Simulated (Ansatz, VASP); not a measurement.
# As in two plane-wave programs

Aim: how closely do two programs agree when they are given the same cell, functional and k mesh? The cell is taken from a series of runs on this material, whose earlier steps may have relaxed, scaled, displaced or heated it; both programs get it as it stands.

Calculated with Ansatz 0.2.0; plane waves, with VASP 6.6.1 beside it; PBEsol.

## (1) Set-up

The cell holds 2 atoms: 2 As. Its edges and angles: a = 3.610 Å, b = 3.610 Å, c = 20.000 Å, α = 90.0°, β = 90.0°, γ = 120.0°. Vacuum lies along c.

## (2) Ansatz: single point, PBEsol

Ansatz runs on its default PAW (the set named soft_2) files.

With cell and atoms fixed, the geometry can't cause a difference; cores, projectors, grids and the points listed under the comparison can.

File input.yaml:

```yaml
crystal:
  lattice:
    - [3.61, 0.0, 0.0]
    - [-1.805, 3.12635, 0.0]
    - [0.0, 0.0, 20.0]
  atoms:
    - { symbol: As, position: [0.333333, 0.666667, 0.53475] }
    - { symbol: As, position: [0.666667, 0.333333, 0.46525] }
  periodic: [true, true, false]
kpoints:
  mp_grid: { grid: [6, 6, 1] }
hamiltonian:
  xc: pbesol
scf:
  occupations: { method: gaussian, width: 0.1 }
output:
  forces: true
  stress: true
  eigenvalues: true
```

Run with:

```
> ansatz run input.yaml --threads 8 --pin off --max-ram 14336MiB --backend cpu --events-out ev --progress --plain --runs-dir out
```

Numbers of over 12 decimals in the logs are rounded to 6 here.

The program printed:

```text
Warning: crystal.periodic: the lattice vector that does not repeat stood 0.000° off the slab's normal, 20.000 Å along it as the deck builds it. The run solves the slab on a vector along the normal, 26.580 Å long, with every atom where it was (on the deck's vector they left 18.61 Å outside them, and the widest stretch free of ions among them is 1.39 Å). A fractional position that the run reports is one of the run's ce [...]
Warning: the atoms were moved onto the symmetric positions of the space group found under crystal.symmetry.tolerance 1.0e-5 (fractional; no operation is sought that the atoms, as they stand in a round, miss by more than twice it, and no atom is moved by as much as it), and the run uses the moved positions. Before a round's move an operation carried an atom to 3.61e-6 Å from where it should land, the largest such dist [...]
crystal.periodic: the lattice vector that does not repeat stood 0.000° off the slab's normal, 20.000 Å along it as the deck builds it. The run solves the slab on a vector along the normal, 26.580 Å long, with every atom where it was (on the deck's vector they left 18.61 Å outside them, and the widest stretch free of ions among them is 1.39 Å). A fractional position that the run reports is one of the run's cell, which [...]
Engine: ansatz 0.2.0, aarch64-unknown-linux-gnu
Pseudopotentials: kind: paw
Pseudopotential: As, paw, valence charge 15, recommended cutoff 420 eV (normal), As.paw.azcp
Functional definition: PBEsol
  exchange = pbesol_x
  correlation = pbesol_c
Crystal: 2 atoms, lattice volume = 299.985 Å³
Basis set: ecut = 420 eV, 5801 PW (Γ), exchange–correlation on 50×50×360 points (8 copies of the dense FFT grid, shifted against one another)
Bands: 19, of which v1, the nominal top of the filled ones, is band 15 counted from 1 (14 counted from 0)
Symmetry: 12 space group operations
Space group: P-3m1 (ITA 164), of the structure as read, at distance tolerance 6.7e-5 Å
k-points: 7 of 36
Non-local potential: As, projectors of the file, l = 0: 2, l = 1: 2, l = 2: 3, l = 3: 1
PAW form: soft (Blöchl's): semilocal exchange-correlation on the pseudo side does not see the compensation charge
PAW frozen core: As, regenerated for the run's functional, and the local potential with it (the file was generated under x = pbe(κ = 0.804, μ = 0.219515), c = pbe(β = 0.066725))
PAW one-centre angular grid: As, 590 points (default); XC on 64 Gauss nodes
Initial density: superposition of atomic densities (neutral atoms: chi_scale 0, normalization atom), corrected by the library's trained network
Initial wavefunctions: pseudopotential atomic-orbital guess
Functional: x = pbesol(κ = 0.804, μ = 0.123457), c = pbesol(β = 0.046)
SCF iter   1: F=—  HF=-9625.809102 eV  |F-HF|=—  |Δ(HF+E_count)|=         —  Δρ=8.86e-4  dr2=2.69e-3  ethr=1.77e-3  ⟨swp⟩=9.4  Hψ=840  notcnv=0
preconditioner: auto → none  [insulator: Δε(μ)=1.592 eV  Ē_g=9.403 eV  σ=0.100 eV  W_gap=1.00  n_scr=14 (ndim 8)  ℏωp=6.8 eV  f_vac=0.796  D(μ)=0.00/eV (n_scr^D=0)  ε∞_Penn≈1.5]
SCF iter   2: F=—  HF=-9625.807666 eV  |F-HF|=—  |Δ(HF+E_count)|=   1.44e-3  Δρ=4.15e-4  dr2=4.44e-4  ethr=8.97e-6  ⟨swp⟩=3.4  Hψ=351  notcnv=0
SCF iter   3: F=—  HF=-9625.807931 eV  |F-HF|=—  |Δ(HF+E_count)|=   2.65e-4  Δρ=8.77e-5  dr2=1.38e-5  ethr=1.48e-6  ⟨swp⟩=2.6  Hψ=261  notcnv=0
SCF iter   4: F=—  HF=-9625.807958 eV  |F-HF|=—  |Δ(HF+E_count)|=   2.65e-5  Δρ=4.39e-5  dr2=5.71e-6  ethr=4.60e-8  ⟨swp⟩=3.0  Hψ=289  notcnv=0
SCF iter   5: F=—  HF=-9625.807949 eV  |F-HF|=—  |Δ(HF+E_count)|=   8.88e-6  Δρ=1.63e-5  dr2=1.00e-6  ethr=1.90e-8  ⟨swp⟩=3.0  Hψ=250  notcnv=0
SCF iter   6: F=-9625.807948 eV  HF=-9625.807948 eV  |F-HF|=1.21e-7  |Δ(HF+E_count)|=   1.14e-6  Δρ=3.86e-6  dr2=5.68e-8  ethr=3.33e-10  ⟨swp⟩=9.3  Hψ=839  notcnv=0
SCF 1 converged in 6 iterations: F = -9625.807948 eV  dr2 = 5.68e-8
  greatest PAW one-centre occupation: 0.999 electrons in one spin orbital (limit 2), on the As atom at site 1 (counted from 0), in its partial waves of l = 2
SCF converged after 6 iterations
Free energy (F): -9625.807948 eV
Harris-Foulkes:  -9625.807948 eV  (|F-HF|=1.21e-7)
Internal energy: -9625.807948 eV  (E = F + TS)
E sigma→0 (E₀):  -9625.807948 eV
Fermi energy:    -4.621820 eV
--- Per-component energies (eV) ---
  E_band       = -915.645457
  E_kinetic    = 203.966855
  E_local      = -44491.130264  (includes V_loc(G=0)·N_el)
  E_nonlocal   = -1336.862623
  E_hartree    = 22200.539155
  E_xc         = -156.188446
  E_vxc        = -156.730637  (∫ρ·V_xc dr)
  E_paw        = -3584.831445  (= ΣΔE_a)
  E_vpaw       = 464.010957  (= ΣTr[D̂ρ^β])
  E_aug_tail   = 0.000013  (compensation charges beyond the density's cutoff)
  E_ewald      = 17536.765951
  E_core_change = 1.932857  (= ΣΔE_core)
  E_smearing   = -0.000000  (= −TS)
  E_closure    = 0.000000  (closes the sum)
  Σ components = -9625.807948   (vs F -9625.807948, Δ=0.00e0)
--- Forces (eV/Å), atoms counted from 1 ---
  atom   1  As    -0.00000000    -0.00000000    -0.26849060
  atom   2  As     0.00000000     0.00000000     0.26849060
  max |Σ_I F_I| component: 1.16e-18 eV/Å
--- 2D stress c σ (N/m, compression-positive) ---
       -1.181574       0.000000       0.000000
        0.000000      -1.181574       0.000000
        0.000000       0.000000       0.000000
  P = ½ c Tr σ = -1.1816 N/m
--- Band table (eV; the first three rows and the last of 7) ---
  k-point 0: bands = [... 11 lower, -12.5836, -5.9315, -5.4139, -5.4139, -3.5246, -1.9291, -1.9291, -0.4491]
  k-point 1: bands = [... 11 lower, -12.5839, -7.6257, -6.0765, -5.7949, -3.1919, -1.3522 (-1.3522°), -1.3017, -0.0003]
  k-point 2: bands = [... 11 lower, -13.3219, -9.0243, -6.9514, -6.1592, -3.8229, -1.5888, -0.8901, 1.0500]
  k-point 6: bands = [... 11 lower, -15.3396, -9.7774, -7.3876, -7.3876, -3.4233, -0.8435, -0.8435, 2.6941]
  ° read free of the cell's end (the report's vacuum.weakly_bound_levels)
```

## (3) VASP: single point, PBEsol

The same cell, functional, mesh and smearing now go to VASP, with its own data sets.

Lines of VASP's logs that name or quote its potential files are left out, and so is its time.

File INCAR:

```
SYSTEM = As
PREC = Accurate
ENCUT = 400
EDIFF = 1E-06
NELM = 120
ISMEAR = 0
SIGMA = 0.1
LREAL = .FALSE.
ALGO = Normal
GGA = PS
NBANDS = 11
LORBIT = 11
LWAVE = .FALSE.
LCHARG = .FALSE.
ISIF = 2
LDIPOL = .TRUE.
IDIPOL = 3
DIPOL = 0.5 0.5 0.5
LVHAR = .TRUE.
LASPH = .TRUE.
GGA_COMPAT = .FALSE.
EFERMI = MIDGAP
NELMDL = -8
```

File POSCAR:

```
As
1.0
    3.6100000000      0.0000000000      0.0000000000
   -1.8050000000      3.1263500000      0.0000000000
    0.0000000000      0.0000000000     20.0000000000
As
2
Direct
    0.3333330000      0.6666670000      0.5347500000
    0.6666663333      0.3333336667      0.4652500000
```

File KPOINTS:

```
Automatic mesh
0
Gamma
6 6 1
0 0 0
```

The projector-augmented-wave data sets are As (PBE family, release 64).

Run with:

```
> mpirun -np 1 vasp_std
```

The program printed:

```text
[banner, memory and clock lines left out]
running    1 mpi-ranks, on    1 nodes
 distrk:  each k-point on    1 cores,    1 groups
 distr:  one band on    1 cores,    1 groups

 POSCAR found type information on POSCAR As
 POSCAR found :  1 types and       2 ions
|                                                                             |
|               ----> ADVICE to this user running VASP <----                  |
|                                                                             |
|     You enforced a specific xc type in the INCAR file but a different       |
|     [... a line on the potential file left out ...]
|     I HOPE YOU KNOW WHAT YOU ARE DOING!                                     |
|                                                                             |

 LDA part: xc-table for (Slater+PW92), standard interpolation
 POSCAR, INCAR and KPOINTS ok, starting setup
 FFT: planning ... GRIDC
 FFT: planning ... GRID_SOFT
 FFT: planning ... GRID
 WAVECAR not read
 entering main loop
       N       E                     dE             d eps       ncg     rms          rms(c)
DAV:   1     0.509675822200E+02    0.50968E+02   -0.27664E+03   154   0.499E+02
DAV:   2    -0.536009408610E+01   -0.56328E+02   -0.53420E+02   262   0.965E+01
DAV:   3    -0.996825359669E+01   -0.46082E+01   -0.45847E+01   203   0.342E+01
DAV:   4    -0.100546012422E+02   -0.86348E-01   -0.86331E-01   208   0.545E+00
DAV:   5    -0.100554992241E+02   -0.89798E-03   -0.89797E-03   205   0.510E-01
DAV:   6    -0.100555018873E+02   -0.26632E-05   -0.26632E-05   224   0.287E-02
DAV:   7    -0.100555019305E+02   -0.43244E-07   -0.43287E-07   210   0.283E-03
DAV:   8    -0.100555019307E+02   -0.17872E-09   -0.18397E-09   168   0.163E-04    0.330E+00
DAV:   9    -0.100028405994E+02    0.52661E-01   -0.21524E-02   175   0.722E-01    0.195E+00
DAV:  10    -0.997326818527E+01    0.29572E-01   -0.43846E-02   172   0.106E+00    0.110E-01
DAV:  11    -0.997324970340E+01    0.18482E-04   -0.13668E-03   180   0.191E-01    0.362E-02
DAV:  12    -0.997304773531E+01    0.20197E-03   -0.21439E-04   200   0.748E-02    0.223E-02
DAV:  13    -0.997303190028E+01    0.15835E-04   -0.15075E-04   177   0.489E-02    0.127E-02
DAV:  14    -0.997309275855E+01   -0.60858E-04   -0.11749E-05   215   0.158E-02    0.766E-03
DAV:  15    -0.997330601318E+01   -0.21325E-03   -0.39945E-05   190   0.256E-02    0.303E-03
DAV:  16    -0.997338008057E+01   -0.74067E-04   -0.32455E-06   209   0.858E-03    0.201E-03
DAV:  17    -0.997340490128E+01   -0.24821E-04   -0.11263E-06   196   0.381E-03    0.811E-04
DAV:  18    -0.997341087746E+01   -0.59762E-05   -0.12750E-07   185   0.113E-03    0.294E-04
DAV:  19    -0.997341398092E+01   -0.31035E-05   -0.37503E-07   187   0.157E-03    0.317E-04
DAV:  20    -0.997341817210E+01   -0.41912E-05   -0.16325E-07   175   0.905E-04    0.338E-04
DAV:  21    -0.997341885177E+01   -0.67968E-06   -0.69395E-09   143   0.243E-04
   1 F= -.99734189E+01 E0= -.99734189E+01  d E =-.343697E-29
```

OUTCAR, selected parts (step 3):

```text
ion  position               nearest neighbor table
   1  0.333  0.667  0.535-   2 2.51   2 2.51   2 2.51
   2  0.667  0.333  0.465-   1 2.51   1 2.51   1 2.51

  LATTYP: Found a hexagonal cell.
 ALAT       =     3.6100000000
 C/A-ratio  =     5.5401662050

 Subroutine GETGRP returns: Found 12 space group operations
 (whereof 12 operations were pure point group operations)

The static configuration has the point symmetry D_3d.

 Found      7 irreducible k-points:

   k-points           NKPTS =      7   k-points in BZ     NKDIM =      7   number of bands    NBANDS=     11

   dimension x,y,z NGX =    24 NGY =   24 NGZ =  140
   dimension x,y,z NGXF=    48 NGYF=   48 NGZF=  280

   ENCUT  =  400.0 eV  29.40 Ry    5.42 a.u.   5.89  5.89 32.61*2*pi/ulx,y,z

   NELECT =      10.0000    total number of electrons

 k-points in reciprocal lattice and weights: Automatic mesh
   0.00000000  0.00000000  0.00000000       0.028
   0.16666667  0.00000000  0.00000000       0.167
   0.33333333  0.00000000  0.00000000       0.167
   0.50000000  0.00000000  0.00000000       0.083
   0.16666667  0.16666667  0.00000000       0.167
   0.33333333  0.16666667  0.00000000       0.333
   0.33333333  0.33333333  0.00000000       0.056

 dipolmoment           0.000000      0.000000     -0.000000 electrons x Angstroem

 average (electrostatic) potential at core
       1 -57.5126       2 -57.5126

 E-fermi :  -2.7770

 k-point     1 :       0.0000    0.0000    0.0000
  band No.  band energies     occupation
      1     -17.0328      2.00000
      2     -10.7056      2.00000
      3      -4.0667      2.00000
      4      -3.5737      2.00000
      5      -3.5737      2.00000
      6      -1.6951      0.00000
      7      -0.0792      0.00000
      8      -0.0792      0.00000
      9       1.4348      0.00000
     10       1.6179      0.00000
    ...

 k-point     2 :       0.1667    0.0000    0.0000
  band No.  band energies     occupation
      1     -16.6677      2.00000
      2     -10.7078      2.00000
      3      -5.7925      2.00000
      4      -4.2380      2.00000
      5      -3.9279      2.00000
      6      -1.3471      0.00000
      7       0.4971      0.00000
      8       0.5543      0.00000
      9       1.8780      0.00000
     10       2.0596      0.00000
    ...

 k-point     3 :       0.3333    0.0000    0.0000
  band No.  band energies     occupation
      1     -15.6340      2.00000
      2     -11.4637      2.00000
      3      -7.1771      2.00000
      4      -5.1146      2.00000
      5      -4.2902      2.00000
      6      -1.9804      0.00000
      7       0.2573      0.00000
      8       0.9717      0.00000
      9       2.9250      0.00000
     10       3.0396      0.00000
    ...

  Total       -0.7345859     -0.7345851     -0.2412091      0.0000000      0.0000000     -0.0000000
  in kB       -5.2140883     -5.2140826     -1.7121017      0.0000000      0.0000000     -0.0000000
  external PRESSURE =      -4.0467575 kB  Pullay stress =       0.0000000 kB

  energy-cutoff  :      400.00
  volume of cell :      225.72
      direct lattice vectors                 reciprocal lattice vectors
     3.610000000  0.000000000  0.000000000     0.277008310  0.159930910  0.000000000
    -1.805000000  3.126350000  0.000000000     0.000000000  0.319861820  0.000000000
     0.000000000  0.000000000 20.000000000     0.000000000  0.000000000  0.050000000

 POSITION                                       TOTAL-FORCE (eV/Angst)
 -----------------------------------------------------------------------------------
     -0.00000      2.08423     10.69500        -0.000000      0.000000     -0.167754
      1.80500      1.04212      9.30500         0.000000     -0.000000      0.167754
 -----------------------------------------------------------------------------------
    total drift:                                0.000718     -0.000415      0.000000

  FREE ENERGIE OF THE ION-ELECTRON SYSTEM (eV)
  ---------------------------------------------------
  free  energy   TOTEN  =        -9.9734188518 eV

  energy  without entropy=       -9.9734188518  energy(sigma->0) =       -9.97341885

 vacuum level on the upper side and lower side of the slab         1.864         1.864

 total charge
# of ion       s       p       d       tot
------------------------------------------
    1        1.296   1.371   0.041   2.709
    2        1.296   1.371   0.041   2.709
--------------------------------------------------
tot          2.593   2.742   0.082   5.417

[... 3 further parts left out ...]
```

The run ends at a pressure of -0.40 GPa, with forces up to 0.17 eV/Å.

## (4) Differences

Known differences besides the potentials themselves: Ansatz cuts the interaction across the vacuum, VASP repeats the sheet with a dipole correction (LDIPOL); the data sets hold 30 valence electrons in Ansatz (on its default PAW (the set named soft_2) files) and 10 in VASP; the cutoff is 420 eV in Ansatz and 400 eV in VASP; Ansatz makes its cores anew for this functional, VASP keeps those of its PBE data sets. Total energies have different zeros and are not compared.

Compared:

```csv
quantity,Ansatz,VASP,difference
gap on the k mesh (eV),1.591,1.593,-0.002
```

Forces (eV/Å; atoms numbered as in POSCAR):

```csv
atom,"Ansatz x, y, z","VASP x, y, z"
As1,"0.000, 0.000, -0.268","0.000, 0.000, -0.168"
As2,"0.000, 0.000, 0.268","0.000, 0.000, 0.168"
```

The forces differ by 58 meV/Å r.m.s., which is 60.1 % of the r.m.s. force of 0.097 eV/Å (both taken over all components). A gap on the mesh is an upper bound, since the band edges may lie between its points. Where the cell holds vacuum, a pressure given here is an average over it and none of the material.

## (5) Further runs

Further runs change the set-up of one program: Ansatz's method, potentials or start, or VASP's data sets, cutoff or form of LDA. The table gives Ansatz less VASP for each quantity, since a change that brings one quantity closer may part another.

```csv
run,r.m.s. force difference (meV/Å),gap on the k mesh (eV)
as above,58,-0.0023
VASP with the data sets As_d and a cutoff of 520 eV,14,-0.0043
```

## (6) Results

```
r.m.s. force difference (single point, PBEsol) : 58 meV/Å
```

In words: The r.m.s. force difference is 58 meV/Å (single point, PBEsol), beyond the 12 meV/Å picked in this series as the mark of a large difference. The data sets hold unlike numbers of valence electrons (30 in Ansatz and 10 in VASP), so part of the differences may come from the potentials. Single point, PBEsol, VASP with the data sets As_d and a cutoff of 520 eV: r.m.s. force difference goes from 58 to 14 meV/Å; the difference in gap on the k mesh goes from -0.0023 to -0.0043 eV. Such differences can come from data sets, numerical settings and the points named under the comparisons, not from the functional's error against experiment.

[Lines on the potential files, build, host, timing and source positions are cut from VASP's logs without a mark.]

[Logs are printed without paths, hosts, clocks, repeated set-up lines and the standing remarks that a program may print on its own settings, such as how far it seeks lower states.]

[Hosts, paths, dates, database ids (printed as entryN), source tags and the programs' standing remarks are cut or masked in the printed files.]
